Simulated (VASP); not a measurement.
VASP runs on SrTe (space group Fm-3m) share one base input (PBE GGA, plane waves, VASP's PBE PAW potentials (set 64)) and change the settings named in each case.

### POSCAR
```
SrTe
3.3359940
  0.0000000000   1.0000000000   1.0000000000
  1.0000000000   0.0000000000   1.0000000000
  1.0000000000   1.0000000000   0.0000000000
Sr Te
1 1
Cart
  0.0000000000   0.0000000000   0.0000000000
  1.0000000000   1.0000000000   1.0000000000
```

KPOINTS:
```
kpoints
0
gamma
9 9 9
0 0 0
```

### INCAR
```
ALGO = Normal
EDIFF = 1E-6
ENCUT = 300
GGA = PE
ISIF = 2
ISMEAR = -1
LASPH = T
LCHARG = F
LMAXMIX = 4
LREAL = F
LWAVE = F
NELM = 100
PREC = Accurate
SIGMA = 0.01
SYSTEM = SrTe
```

POTCAR, in this order: Sr_sv Te (PBE.64 set). Program: vasp_std.

| change | E(σ→0) (eV/atom) | pressure (GPa) |
|---|---|---|
| base run | -4.1321 | 0.75 |
| GGA = PS | -4.4150 | -0.90 |
| GGA_COMPAT = .FALSE., LNONCOLLINEAR = .TRUE., LSORBIT = .TRUE., MAGMOM = 0.0 0.0 0.0 0.0 0.0 0.0, program vasp_ncl | -4.2206 | [?] |
| KPOINTS 6×6×6 Γ-centred mesh | -4.1317 | 0.75 |

Task: What belongs in the gaps?

Result: 
- GGA_COMPAT = .FALSE., LNONCOLLINEAR = .TRUE., LSORBIT = .TRUE., MAGMOM = 0.0 0.0 0.0 0.0 0.0 0.0, program vasp_ncl, pressure (GPa): 0.76

Energies of different potentials or functionals have different zeros.  Unless said otherwise, spin-orbit coupling is left out, though it shifts the bands of the heavy elements here. At 300 eV the pressure can carry a Pulay error.

Left out are runs that ran out of time, are held back, or changed the cell or the kind of run, fixed moments of cells without a moment, rows past the twelfth, gaps on odd meshes, pressures of charged cells and columns that move by less than the noise.

The structure is a typed SrTe crystal (Fm-3m). The cell was not relaxed at this level, its lattice was scaled by up to 2.5 %.
